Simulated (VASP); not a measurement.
The system is InSb.

```xyz
2
Lattice="0.0000 3.2391 3.2391 3.2391 0.0000 3.2391 3.2391 3.2391 0.0000" Properties=species:S:1:pos:R:3 pbc="T T T"
In    0.0000    0.0000    0.0000
Sb    1.6196    1.6196    1.6196
```

Program: VASP 6.6.1. Alike in all runs: task single point; potentials or basis VASP PAW PBE potentials, release 64 (In_d, Sb); no spin polarisation; cell as given; smearing fermi-dirac 0.05 eV.

Task: Order these runs on this cell by their band gap on the k mesh, lowest first.
A. level r2SCAN; k mesh 8 × 8 × 8; cutoff (eV) 520; further INCAR settings ALGO = Normal; EDIFF = 1e-06
B. level HSE06; k mesh 5 × 5 × 5; cutoff (eV) 520; further INCAR settings ALGO = Normal; EDIFF = 1e-06; grid for exact exchange (PRECFOCK) Normal; screening parameter 0.2 1/A
C. level PBEsol; k mesh 8 × 8 × 8; cutoff (eV) 250; further INCAR settings ALGO = Fast; EDIFF = 1e-06

Result: C (metal), A (0.24 eV), B (0.55 eV).

Caveats: spin-orbit coupling is left out, which moves the levels of the heavy elements (some runs); this crystal is a semiconductor, whose small gap the functional closes, so the metal is an error of the method (some runs); an odd mesh through Γ misses points on the zone boundary, where band edges often lie (some runs).

Not every run made on this cell is shown here.
